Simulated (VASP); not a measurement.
Computed with PBE GGA, VASP's PBE PAW potentials (set 64) (plane waves; VASP).

VASP ran on this input.

### POSCAR
```
AlZn31S32
1
   10.8925962364     0.0000000000     0.0000000000
    0.0000000000    10.8925962364    -0.0000000000
   -0.0000000000    -0.0000000000    10.8925962364
Zn S Al
31 32 1
Direct
  0.5000000000   0.0000000000   0.0000000000
  0.7500000000   0.2500000000   0.0000000000
  0.7500000000   0.0000000000   0.2500000000
  0.0000000000   0.0000000000   0.0000000000
  0.2500000000   0.2500000000   0.0000000000
  0.5000000000   0.5000000000   0.0000000000
  0.7500000000   0.7500000000   0.0000000000
  0.2500000000   0.0000000000   0.2500000000
  0.5000000000   0.2500000000   0.2500000000
  0.7500000000   0.5000000000   0.2500000000
  0.5000000000   0.0000000000   0.5000000000
  0.7500000000   0.2500000000   0.5000000000
  0.7500000000   0.0000000000   0.7500000000
  0.0000000000   0.5000000000   0.0000000000
  0.2500000000   0.7500000000   0.0000000000
  0.0000000000   0.2500000000   0.2500000000
  0.2500000000   0.5000000000   0.2500000000
  0.5000000000   0.7500000000   0.2500000000
  0.0000000000   0.0000000000   0.5000000000
  0.2500000000   0.2500000000   0.5000000000
  0.7500000000   0.7500000000   0.5000000000
  0.2500000000   0.0000000000   0.7500000000
  0.5000000000   0.2500000000   0.7500000000
  0.7500000000   0.5000000000   0.7500000000
  0.0000000000   0.7500000000   0.2500000000
  0.0000000000   0.5000000000   0.5000000000
  0.2500000000   0.7500000000   0.5000000000
  0.0000000000   0.2500000000   0.7500000000
  0.2500000000   0.5000000000   0.7500000000
  0.5000000000   0.7500000000   0.7500000000
  0.0000000000   0.7500000000   0.7500000000
  0.6250000000   0.1250000000   0.1250000000
  0.8750000000   0.3750000000   0.1250000000
  0.8750000000   0.1250000000   0.3750000000
  0.1250000000   0.1250000000   0.1250000000
  0.3750000000   0.3750000000   0.1250000000
  0.6250000000   0.6250000000   0.1250000000
  0.8750000000   0.8750000000   0.1250000000
  0.3750000000   0.1250000000   0.3750000000
  0.6254310000   0.3793190000   0.3786720000
  0.8750000000   0.6250000000   0.3750000000
  0.6250000000   0.1250000000   0.6250000000
  0.8750000000   0.3750000000   0.6250000000
  0.8750000000   0.1250000000   0.8750000000
  0.1250000000   0.6250000000   0.1250000000
  0.3750000000   0.8750000000   0.1250000000
  0.1250000000   0.3750000000   0.3750000000
  0.3759780000   0.6267640000   0.3753730000
  0.6250000000   0.8750000000   0.3750000000
  0.1250000000   0.1250000000   0.6250000000
  0.3761220000   0.3793290000   0.6265310000
  0.6228010000   0.6212150000   0.6266070000
  0.8750000000   0.8750000000   0.6250000000
  0.3750000000   0.1250000000   0.8750000000
  0.6250000000   0.3750000000   0.8750000000
  0.8750000000   0.6250000000   0.8750000000
  0.1250000000   0.8750000000   0.3750000000
  0.1250000000   0.6250000000   0.6250000000
  0.3750000000   0.8750000000   0.6250000000
  0.1250000000   0.3750000000   0.8750000000
  0.3750000000   0.6250000000   0.8750000000
  0.6250000000   0.8750000000   0.8750000000
  0.1250000000   0.8750000000   0.8750000000
  0.4995090000   0.4974530000   0.5035640000
```

KPOINTS:
```
Automatic
0
G
  1 1 1
```

INCAR:
```
ALGO = Fast
EDIFF = 1E-5
EDIFFG = -0.03
ENCUT = 400
GGA = PE
IBRION = 2
ISIF = 2
ISMEAR = 0
ISPIN = 2
ISYM = 0
LASPH = T
LCHARG = F
LMAXMIX = 4
LORBIT = 10
LREAL = Auto
LWAVE = F
MAGMOM = 64*0.0156
NELM = 100
NELMIN = 4
NSW = 60
NUPDOWN = 1
PREC = Normal
SIGMA = 0.05
SYSTEM = AlZn31S32
```

POTCAR, in this order: Zn S Al (PBE.64 set). Program: vasp_gam.

Output of the run:

**OUTCAR**
```
 ion  position               nearest neighbor table
   1  0.500  0.000  0.000-  32 2.36  46 2.36  54 2.36  62 2.36
   2  0.750  0.250  0.000-  32 2.36  33 2.36  44 2.36  55 2.36
   3  0.750  0.000  0.250-  32 2.36  34 2.36  38 2.36  49 2.36
   4  0.000  0.000  0.000-  35 2.36  38 2.36  44 2.36  63 2.36
   5  0.250  0.250  0.000-  35 2.36  36 2.36  54 2.36  60 2.36
   6  0.500  0.500  0.000-  36 2.36  37 2.36  55 2.36  61 2.36
   7  0.750  0.750  0.000-  37 2.36  38 2.36  56 2.36  62 2.36
   8  0.250  0.000  0.250-  35 2.36  39 2.36  46 2.36  57 2.36
   9  0.500  0.250  0.250-  32 2.36  36 2.36  39 2.36  40 2.41
  10  0.750  0.500  0.250-  40 2.35  37 2.36  33 2.36  41 2.36
  11  0.500  0.000  0.500-  39 2.36  42 2.36  49 2.36  59 2.36
  12  0.750  0.250  0.500-  34 2.36  42 2.36  43 2.36  40 2.36
  13  0.750  0.000  0.750-  42 2.36  44 2.36  53 2.36  62 2.36
  14  0.000  0.500  0.000-  33 2.36  45 2.36  56 2.36  60 2.36
  15  0.250  0.750  0.000-  45 2.36  46 2.36  61 2.36  63 2.36
  16  0.000  0.250  0.250-  33 2.36  34 2.36  35 2.36  47 2.36
  17  0.250  0.500  0.250-  36 2.36  45 2.36  47 2.36  48 2.38
  18  0.500  0.750  0.250-  48 2.34  46 2.36  37 2.36  49 2.36
  19  0.000  0.000  0.500-  34 2.36  50 2.36  53 2.36  57 2.36
  20  0.250  0.250  0.500-  39 2.36  47 2.36  50 2.36  51 2.40
  21  0.750  0.750  0.500-  41 2.36  49 2.36  53 2.36  52 2.41
  22  0.250  0.000  0.750-  50 2.36  54 2.36  59 2.36  63 2.36
  23  0.500  0.250  0.750-  42 2.36  54 2.36  55 2.36  51 2.37
  24  0.750  0.500  0.750-  52 2.34  43 2.36  55 2.36  56 2.36
...
```

**OSZICAR**
```
       N       E                     dE             d eps       ncg     rms          rms(c)
DAV:   1     0.741459936860E+04    0.74146E+04   -0.21673E+05  1360   0.191E+03
DAV:   2     0.146236293714E+04   -0.59522E+04   -0.57743E+04  1360   0.537E+02
DAV:   3    -0.438495335077E+02   -0.15062E+04   -0.13993E+04  1504   0.214E+02
DAV:   4    -0.227290525034E+03   -0.18344E+03   -0.18116E+03  1544   0.781E+01
DAV:   5    -0.233877565894E+03   -0.65870E+01   -0.65533E+01  1536   0.147E+01    0.420E+01
RMM:   6    -0.220572109608E+03    0.13305E+02   -0.37596E+01  1360   0.126E+01    0.312E+01
RMM:   7    -0.219972896257E+03    0.59921E+00   -0.19987E+01  1360   0.810E+00    0.123E+01
RMM:   8    -0.220293289939E+03   -0.32039E+00   -0.36382E+00  1374   0.347E+00    0.506E+00
RMM:   9    -0.219989129568E+03    0.30416E+00   -0.76531E-01  1360   0.188E+00    0.213E+00
RMM:  10    -0.219986567505E+03    0.25621E-02   -0.27244E-01  1360   0.101E+00    0.930E-01
RMM:  11    -0.219992760063E+03   -0.61926E-02   -0.70004E-02  1422   0.463E-01    0.424E-01
RMM:  12    -0.219993613459E+03   -0.85340E-03   -0.12599E-02  1412   0.278E-01    0.457E-01
RMM:  13    -0.219993369045E+03    0.24441E-03   -0.86359E-03  1360   0.179E-01    0.157E-01
RMM:  14    -0.219993376840E+03   -0.77948E-05   -0.14457E-03  1366   0.831E-02    0.169E-01
RMM:  15    -0.219993381403E+03   -0.45633E-05   -0.30532E-04  1432   0.361E-02    0.182E-01
RMM:  16    -0.219993382825E+03   -0.14217E-05   -0.88879E-05  1234   0.181E-02
   1 F= -.21999338E+03 E0= -.21999338E+03  d E =-.219993E+03  mag=     1.0000
       N       E                     dE             d eps       ncg     rms          rms(c)
DAV:   1    -0.220079701583E+03   -0.86320E-01   -0.25396E+01  1488   0.847E+00    0.218E+00
RMM:   2    -0.220123864372E+03   -0.44163E-01   -0.55818E-01  1360   0.129E+00    0.578E-01
RMM:   3    -0.220130371753E+03   -0.65074E-02   -0.10042E-01  1369   0.566E-01    0.563E-01
RMM:   4    -0.220131233109E+03   -0.86136E-03   -0.22610E-02  1418   0.306E-01    0.503E-01
RMM:   5    -0.220130656379E+03    0.57673E-03   -0.72991E-03  1369   0.166E-01    0.121E-01
RMM:   6    -0.220130908496E+03   -0.25212E-03   -0.25078E-03  1427   0.817E-02    0.103E-01
RMM:   7    -0.220130839748E+03    0.68747E-04   -0.48060E-04  1373   0.431E-02    0.640E-02
RMM:   8    -0.220130839623E+03    0.12510E-06   -0.46283E-04  1343   0.323E-02    0.209E-02
RMM:   9    -0.220130837937E+03    0.16859E-05   -0.78606E-05  1188   0.209E-02
   2 F= -.22013084E+03 E0= -.22013084E+03  d E =-.137455E+00  mag=     1.0000
       N       E                     dE             d eps       ncg     rms          rms(c)
DAV:   1    -0.220139403618E+03   -0.85640E-02   -0.76251E+00  1440   0.464E+00    0.115E+00
RMM:   2    -0.220151611961E+03   -0.12208E-01   -0.15919E-01  1360   0.694E-01    0.297E-01
RMM:   3    -0.220153251970E+03   -0.16400E-02   -0.27802E-02  1362   0.301E-01    0.262E-01
RMM:   4    -0.220153403187E+03   -0.15122E-03   -0.58173E-03  1396   0.159E-01    0.230E-01
RMM:   5    -0.220153258086E+03    0.14510E-03   -0.19747E-03  1369   0.875E-02    0.628E-02
RMM:   6    -0.220153324620E+03   -0.66534E-04   -0.66906E-04  1425   0.430E-02    0.500E-02
RMM:   7    -0.220153306778E+03    0.17842E-04   -0.14342E-04  1249   0.233E-02    0.298E-02
RMM:   8    -0.220153312268E+03   -0.54892E-05   -0.78670E-05  1162   0.162E-02
   3 F= -.22015331E+03 E0= -.22015331E+03  d E =-.159929E+00  mag=     1.0000
       N       E                     dE             d eps       ncg     rms          rms(c)
DAV:   1    -0.220153396765E+03   -0.89987E-04   -0.54024E-02  1512   0.392E-01    0.984E-02
RMM:   2    -0.220153478858E+03   -0.82092E-04   -0.10750E-03  1354   0.576E-02    0.254E-02
RMM:   3    -0.220153488994E+03   -0.10136E-04   -0.18480E-04  1255   0.248E-02    0.201E-02
RMM:   4    -0.220153489839E+03   -0.84455E-06   -0.38639E-05   960   0.130E-02
   4 F= -.22015349E+03 E0= -.22015349E+03  d E =-.160107E+00  mag=     1.0000
       N       E                     dE             d eps       ncg     rms          rms(c)
DAV:   1    -0.220157847944E+03   -0.43590E-02   -0.15040E+00  1424   0.217E+00    0.470E-01
RMM:   2    -0.220159980229E+03   -0.21323E-02   -0.25963E-02  1360   0.315E-01    0.126E-01
RMM:   3    -0.220160320931E+03   -0.34070E-03   -0.45844E-03  1366   0.134E-01    0.107E-01
RMM:   4    -0.220160343510E+03   -0.22580E-04   -0.92304E-04  1400   0.710E-02    0.904E-02
RMM:   5    -0.220160311376E+03    0.32134E-04   -0.28509E-04  1362   0.379E-02    0.258E-02
RMM:   6    -0.220160320968E+03   -0.95922E-05   -0.92628E-05  1248   0.172E-02
   5 F= -.22016032E+03 E0= -.22016032E+03  d E =-.683113E-02  mag=     1.0000
       N       E                     dE             d eps       ncg     rms          rms(c)
DAV:   1    -0.220160064275E+03    0.24710E-03   -0.13604E+00  1448   0.206E+00    0.449E-01
RMM:   2    -0.220162051511E+03   -0.19872E-02   -0.24082E-02  1360   0.302E-01    0.122E-01
RMM:   3    -0.220162370300E+03   -0.31879E-03   -0.42340E-03  1366   0.129E-01    0.106E-01
RMM:   4    -0.220162391115E+03   -0.20815E-04   -0.85679E-04  1402   0.683E-02    0.888E-02
RMM:   5    -0.220162362067E+03    0.29048E-04   -0.26681E-04  1362   0.365E-02    0.255E-02
RMM:   6    -0.220162371444E+03   -0.93768E-05   -0.87475E-05  1221   0.166E-02
   6 F= -.22016237E+03 E0= -.22016237E+03  d E =-.888161E-02  mag=     1.0000
       N       E                     dE             d eps       ncg     rms          rms(c)
DAV:   1    -0.220163348385E+03   -0.98632E-03   -0.46574E-01  1472   0.121E+00    0.233E-01
RMM:   2    -0.220163973587E+03   -0.62520E-03   -0.74163E-03  1360   0.163E-01    0.567E-02
RMM:   3    -0.220164090895E+03   -0.11731E-03   -0.13117E-03  1368   0.696E-02    0.645E-02
RMM:   4    -0.220164096663E+03   -0.57679E-05   -0.23019E-04  1377   0.356E-02    0.498E-02
RMM:   5    -0.220164091507E+03    0.51561E-05   -0.84860E-05  1201   0.196E-02
   7 F= -.22016409E+03 E0= -.22016409E+03  d E =-.172006E-02  mag=     1.0000
```

OUTCAR:
```
------------------------ aborting loop because EDIFF is reached ----------------------------------------
  FORCE on cell =-STRESS in cart. coord.  units (eV):
  Direction    XX          YY          ZZ          XY          YZ          ZX
  --------------------------------------------------------------------------------------
  Total        5.9057107      5.9219803      5.9172411      0.0298359      0.0189953      0.0088696
  in kB        7.3213056      7.3414749      7.3355998      0.0369875      0.0235484      0.0109956
  external PRESSURE =       7.3327935 kB  Pullay stress =       0.0000000 kB
  volume of cell :     1292.39
      direct lattice vectors                 reciprocal lattice vectors
    10.892596236  0.000000000  0.000000000     0.091805478  0.000000000  0.000000000
     0.000000000 10.892596236  0.000000000     0.000000000  0.091805478  0.000000000
     0.000000000  0.000000000 10.892596236     0.000000000  0.000000000  0.091805478
  FREE ENERGIE OF THE ION-ELECTRON SYSTEM (eV)
  ---------------------------------------------------
  free  energy   TOTEN  =      -220.1640915069 eV

  energy  without entropy=     -220.1640915069  energy(sigma->0) =     -220.16409151

 total charge

# of ion       s       p       d       tot
------------------------------------------
    1        0.513   0.447   9.796  10.756
    2        0.515   0.456   9.797  10.768
    3        0.514   0.456   9.797  10.767
    4        0.514   0.455   9.797  10.765
    5        0.515   0.456   9.797  10.767
    6        0.515   0.460   9.797  10.773
    7        0.515   0.457   9.797  10.768
    8        0.514   0.456   9.797  10.767
    9        0.514   0.452   9.796  10.762
   10        0.515   0.451   9.796  10.761
   11        0.515   0.459   9.797  10.771
   12        0.515   0.452   9.796  10.762
   13        0.515   0.456   9.797  10.768
   14        0.513   0.448   9.796  10.757
   15        0.515   0.457   9.797  10.768
   16        0.514   0.456   9.797  10.767
   17        0.515   0.452   9.796  10.762
   18        0.515   0.451   9.796  10.762
   19        0.513   0.447   9.796  10.755
   20        0.515   0.452   9.796  10.762
   21        0.515   0.452   9.796  10.763
   22        0.515   0.456   9.797  10.768
   23        0.515   0.452   9.796  10.763
   24        0.515   0.452   9.796  10.763
   25        0.515   0.456   9.797  10.767
   26        0.515   0.460   9.797  10.772
   27        0.515   0.452   9.796  10.763
   28        0.515   0.457   9.797  10.768
   29        0.515   0.452   9.796  10.763
   30        0.515   0.453   9.796  10.764
   31        0.515   0.457   9.797  10.768
   32        1.319   2.428   0.000   3.746
   33        1.319   2.428   0.000   3.747
   34        1.319   2.428   0.000   3.747
   35        1.318   2.430   0.000   3.748
   36        1.318   2.432   0.000   3.750
   37        1.318   2.432   0.000   3.751
   38        1.318   2.430   0.000   3.748
   39        1.318   2.432   0.000   3.750
   40        1.321   2.440   0.000   3.761
   41        1.318   2.432   0.000   3.751
   42        1.318   2.432   0.000   3.751
   43        1.318   2.433   0.000   3.751
   44        1.318   2.430   0.000   3.748
   45        1.319   2.428   0.000   3.747
   46        1.319   2.428   0.000   3.747
   47        1.318   2.432   0.000   3.750
   48        1.321   2.440   0.000   3.761
   49        1.318   2.432   0.000   3.750
   50        1.319   2.428   0.000   3.747
   51        1.321   2.440   0.000   3.761
   52        1.321   2.440   0.000   3.761
   53        1.319   2.428   0.000   3.747
   54        1.319   2.428   0.000   3.747
   55        1.318   2.433   0.000   3.751
   56        1.319   2.428   0.000   3.747
   57        1.319   2.428   0.000   3.747
   58        1.318   2.433   0.000   3.751
   59        1.318   2.433   0.000   3.751
   60        1.319   2.428   0.000   3.747
   61        1.318   2.433   0.000   3.751
   62        1.319   2.428   0.000   3.747
   63        1.318   2.430   0.000   3.748
   64        0.376   0.356   0.000   0.732
--------------------------------------------------
tot         58.523  92.236 303.688 454.447

 magnetization (x)

# of ion       s       p       d       tot
------------------------------------------
    1        0.011   0.000  -0.001   0.011
    2        0.009   0.000  -0.000   0.009
    3        0.009   0.000  -0.000   0.009
    4        0.009   0.000  -0.000   0.009
    5        0.010   0.000  -0.000   0.009
    6        0.009   0.000  -0.000   0.009
    7        0.009   0.000  -0.000   0.009
    8        0.010   0.000  -0.000   0.009
    9        0.010   0.000  -0.001   0.010
   10        0.010   0.000  -0.000   0.010
   11        0.009   0.000  -0.000   0.009
   12        0.010   0.000  -0.000   0.010
   13        0.009   0.000  -0.000   0.009
   14        0.011   0.000  -0.001   0.011
   15        0.009   0.000  -0.000   0.009
   16        0.009   0.000  -0.000   0.009
   17        0.010   0.000  -0.000   0.010
...
```
(Selected blocks of OUTCAR.)

CONTCAR:
```
AlZn31S32
   1.00000000000000
    10.8925962363999993    0.0000000000000000    0.0000000000000000
     0.0000000000000000   10.8925962363999993    0.0000000000000000
     0.0000000000000000    0.0000000000000000   10.8925962363999993
  Zn              S               Al
    31    32     1
Direct
     0.5000438330212623    0.0000957279146738    0.0000574925801726
     0.7501906140271324    0.2497213029981354    0.9999709922228645
     0.7501575826118048    0.9998218022060243    0.2498756830992186
     0.9999943843320400    0.9999993690425835    0.9999964464117008
     0.2499504485449966    0.2498861937135910    0.0002971125585030
     0.4999503072629489    0.4999287855753896    0.0000824408752589
     0.7501666833947865    0.7501988667830395    0.0001504136324121
     0.2499388496723753    0.0003594564982613    0.2499447013454908
     0.4982310195950861    0.2491844900779234    0.2492196145309760
     0.7515475337546341    0.5026083916614146    0.2486291570465781
     0.4999649281250220    0.0000186820732626    0.4999699846421092
     0.7514832987725837    0.2485800918131282    0.5024886170842480
     0.7501507823022342    0.0001970042798848    0.7501268649913373
     0.9999571249182011    0.4999674557755869    0.0001114359216291
     0.2497333870468440    0.7502692798102957    0.9999701055716649
     0.0002458133317925    0.2499029125673743    0.2499035145315539
     0.2488332400263647    0.4979355133670246    0.2488219077960781
     0.5025584230129708    0.7516627701131965    0.2484720948129114
     0.9999190495749404    0.0000439307608325    0.5000742402924003
     0.2487711837983795    0.2488229347223739    0.4979715179873947
     0.7510082153539365    0.7509726905927819    0.4981765568316443
     0.2498231884142886    0.9998592107236116    0.7501585004217975
     0.5024664970973214    0.2484439119871940    0.7516680937936731
     0.7518386340648481    0.4971656774181428    0.7519572004929422
     0.9998243763445710    0.7502097771952412    0.2498614811933971
     0.0000239370345970    0.4999594015539398    0.4999439382908781
     0.2484988257592225    0.7516236290399928    0.5023890587671743
     0.9999007223322418    0.2497522727459378    0.7501714957366036
     0.2478956407448319    0.5030095203865286    0.7521856077852033
     0.4974987653727226    0.7516099687705757    0.7517099105179885
     0.0000962672955415    0.7502686908749422    0.7501423940320859
     0.6250278921609278    0.1258111406046336    0.1258973672888350
     0.8743103166343009    0.3749754558903060    0.1257340698987714
     0.8743491753829112    0.1256997874556299    0.3749693399761412
     0.1250513739193222    0.1250798352595556    0.1250526280919763
     0.3753263630296059    0.3752801031424273    0.1250632564068607
     0.6247542314398997    0.6248269236765658    0.1247339791619903
     0.8749410212132593    0.8749170886421540    0.1250612894796684
     0.3753184001394453    0.1250955489061730    0.3753280461753995
     0.6213365622226947    0.3791314633212674    0.3792569352117937
     0.8751456175101078    0.6249353897067949    0.3754346319055075
     0.6247575263448507    0.1248547313191665    0.6248357898111685
     0.8753614866350260    0.3751872233339520    0.6248324771142927
     0.8749457262281666    0.1250700478005649    0.8749595854070105
     0.1256911960025358    0.6250749912088519    0.1257724851856483
     0.3749271367217835    0.8744101906847322    0.1257001187706528
     0.1249911528208251    0.3753037715689181    0.3752694867297866
     0.3787137296050666    0.6216054217986731    0.3789498860021641
     0.6248976473222076    0.8750420507585289    0.3754086293138824
     0.1256422174243401    0.1256378204817606    0.6250767728405233
     0.3780934835599838    0.3786907836006165    0.6222638489943366
     0.6213961848926708    0.6213462395850854    0.6222187725200281
     0.8741875502606908    0.8742483495226315    0.6250553620073572
     0.3749148135168012    0.1256080700117611    0.8744489202334463
     0.6247787822086527    0.3751379129514069    0.8754062227942699
     0.8744762068963318    0.6250895062059263    0.8744861358087902
     0.1256507230526465    0.8744308511351611    0.3749413467144287
     0.1246538771960508    0.6249945329837576    0.6247306522722910
     0.3752207513940769    0.8751571263001304    0.6248514621697603
     0.1254588689714167    0.3748933124784987    0.8746099244244611
     0.3752083093336859    0.6249777901758444    0.8755041164909612
     0.6250598314471557    0.8744444359053658    0.8744495797825730
     0.1250538206469405    0.8749476099849938    0.8749471128843337
     0.4995354669251072    0.5000947805552823    0.5009981923330017
```

File OUTCAR:
```
 val. band max:        3.9381555182   @ k =   0.0000   0.0000   0.0000

 cond. band min:       3.9772087743   @ k =   0.0000   0.0000   0.0000


 Fermi energy:         4.1904178678

 spin component 1

 k-point     1 :       0.0000    0.0000    0.0000
  band No.  band energies     occupation
      1     -11.0889      1.00000
      2     -10.6678      1.00000
      3     -10.5016      1.00000
      4     -10.5007      1.00000
      5     -10.5002      1.00000
      6     -10.4415      1.00000
      7     -10.4408      1.00000
      8     -10.2583      1.00000
      9     -10.2575      1.00000
     10     -10.2570      1.00000
     11     -10.2340      1.00000
     12     -10.1232      1.00000
     13     -10.1209      1.00000
     14     -10.1205      1.00000
     15     -10.1183      1.00000
     16     -10.1177      1.00000
     17     -10.1172      1.00000
     18     -10.1091      1.00000
     19     -10.1084      1.00000
     20     -10.0658      1.00000
     21     -10.0651      1.00000
     22     -10.0642      1.00000
     23     -10.0590      1.00000
     24      -9.8759      1.00000
     25      -9.8752      1.00000
     26      -9.8734      1.00000
     27      -9.7866      1.00000
     28      -9.7853      1.00000
     29      -9.7848      1.00000
     30      -9.7581      1.00000
     31      -9.7564      1.00000
     32      -9.7554      1.00000
     33      -4.4194      1.00000
     34      -4.3141      1.00000
     35      -4.3136      1.00000
     36      -4.2981      1.00000
     37      -4.2973      1.00000
     38      -4.2971      1.00000
     39      -4.2809      1.00000
     40      -4.2677      1.00000
     41      -4.2672      1.00000
     42      -4.2623      1.00000
     43      -4.2621      1.00000
     44      -4.2615      1.00000
     45      -4.1909      1.00000
     46      -4.1905      1.00000
     47      -4.1897      1.00000
     48      -4.1894      1.00000
     49      -4.1883      1.00000
...
```

The supercell is sampled at Γ alone, which is coarse: total energies, pressure and levels can be off, energies of defects by several tenths of an eV.

The cell is a supercell with a defect, built from ZnS (zinc blende): Al_Zn.
